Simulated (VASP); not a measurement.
P (space group Imma): computed properties

These are r2SCAN meta-GGA, VASP's PBE PAW potentials (set 64) (plane waves; VASP) values and carry that method's errors.

For P, the space group is Imma (74), the cell comes out as a = 3.3932 Å, b = 5.0492 Å, c = 3.7398 Å, α = 90.00°, β = 90.00°, γ = 90.00° and the volume per atom is 16.02 Å³/atom. The band gap (over mesh and band path) is none (metal, semimetal or under 0.01 eV) and the density comes out as 3.21 g/cm³.

```
P
1.0
   -1.69659     2.52462     1.86992
    1.69659    -2.52462     1.86992
    1.69659     2.52462    -1.86992
P
2
Direct
  0.80368   0.05368   0.75000
  0.19632   0.94632   0.25000
```

The structure comes from a computed database's P entry (Imma); how it stands against other phases isn't given here. It was relaxed first. Symmetry was kept, so distortions that lower it aren't found.
